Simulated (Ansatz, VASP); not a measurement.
## BaBe3: VASP beside Ansatz

```
Ba Be
1.0
     0.00000    3.34234    3.34234
     3.34234    0.00000    3.34234
     3.34234    3.34234    0.00000
Ba Be
1 3
Direct
  0.00000 0.00000 0.00000
  0.50000 0.50000 0.50000
  0.25000 0.25000 0.25000
  0.75000 0.75000 0.75000
```

Alike in both runs: functional PBE; k mesh 12 × 12 × 12; occupations gaussian, width 0.1 eV; no spin polarisation.

Ansatz relaxed the structure, and its values are those at the end. VASP's run is a single point on that final structure, the one shown.

|  | VASP | Ansatz |
| --- | --- | --- |
| version | VASP 6.6.1 | Ansatz 0.2.0 |
| potentials or method | VASP PAW PBE potentials, release 64 (Ba_sv, Be) | scalar-relativistic, plane waves, PAW |
| plane-wave cutoff (eV) | 520 | 420 |
| valence electrons in the cell | 16 | 16 |

|  | VASP | Ansatz | Ansatz less VASP |
| --- | --- | --- | --- |
| gap on the k mesh at the Fermi level (eV) | none | none | - |
| pressure (GPa) | 0.3 | 0.0 | -0.28 |

A gap of «none» marks a metal or a gap that the smearing closes.

Spin-orbit coupling is left out, which matters for the levels of Ba.
